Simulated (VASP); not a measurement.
Sb2TeO2: single point with PBE

Crystal: Sb2TeO2.

```
Sb Te O
1.0
     3.90581    0.00000    0.00000
     0.00000   12.54641    0.00000
     0.00000    0.00000    3.90072
Sb Te O
4 2 4
Cartesian
  2.0783 1.9317 1.9504
  0.1254 4.3415 0.0000
  3.7804 8.2049 0.0000
  1.8275 10.6148 1.9504
  0.0000 0.0000 0.0000
  1.9529 6.2732 1.9504
  0.0433 3.1392 1.9504
  1.9962 3.1340 0.0000
  1.9096 9.4124 0.0000
  3.8625 9.4072 1.9504
```

The cell was built by a generator and needn't be a form met in nature.

- Program: VASP 6.6.1
- Task: single point
- Functional: PBE
- Potentials or basis: VASP PAW PBE potentials, release 64 (Sb, Te, O)
- Cutoff: 520 eV
- k mesh: 6 × 2 × 6
- Occupations: gaussian, width 0.15 eV
- Spin: no spin polarisation
- Further INCAR settings: PREC = Normal; LREAL = Auto; ALGO = Fast; EDIFF = 1e-05

```
Pressure               : 0.0 GPa
Largest force          : 0.007 eV/Å
Band gap on the k mesh : none (metal or under the smearing width)
```

Forces in eV/Å, atoms in the order of the input:
```
Sb   0.003  0.004  0.000
Sb   0.003 -0.004  0.000
Sb  -0.003  0.004  0.000
Sb  -0.003 -0.004  0.000
Te   0.000  0.000  0.000
Te   0.000  0.000  0.000
O   -0.006 -0.003  0.000
O   -0.006  0.003  0.000
O    0.006 -0.003  0.000
O    0.006  0.003  0.000
```

Levels at points of the mesh, in eV from the Fermi level:
```csv
k point,band 25,band 26,band 27,band 28,band 29,band 30,band 31,band 32
"(0.00, 0.00, 0.00)",-1.44,-1.05,-0.94,-0.91,-0.29,0.27,1.51,1.51
"(0.50, 0.00, 0.00)",-0.70,-0.70,-0.03,-0.03,1.80,1.80,2.28,2.28
"(0.00, 0.50, 0.00)",-1.22,-1.22,-1.17,-1.17,0.06,0.06,2.11,2.12
"(0.50, 0.50, 0.00)",-0.69,-0.69,-0.03,-0.03,1.84,1.84,2.26,2.26
"(0.00, 0.00, 0.50)",-0.70,-0.70,0.00,0.00,1.80,1.80,2.17,2.17
"(0.50, 0.00, 0.50)",-2.83,-2.83,-1.49,-1.49,-0.50,-0.50,2.10,2.10
"(0.00, 0.50, 0.50)",-0.70,-0.70,0.00,0.00,1.81,1.82,2.21,2.21
"(0.50, 0.50, 0.50)",-3.06,-3.06,-1.61,-1.61,0.55,0.55,0.56,0.56
```

Wall time 2.1 min on 1 thread of Intel(R) Xeon(R) Platinum 8488C (Sapphire Rapids) (shared host), peak memory 0.27 GiB.

Spin-orbit coupling is left out, which matters for the levels of Sb, Te.
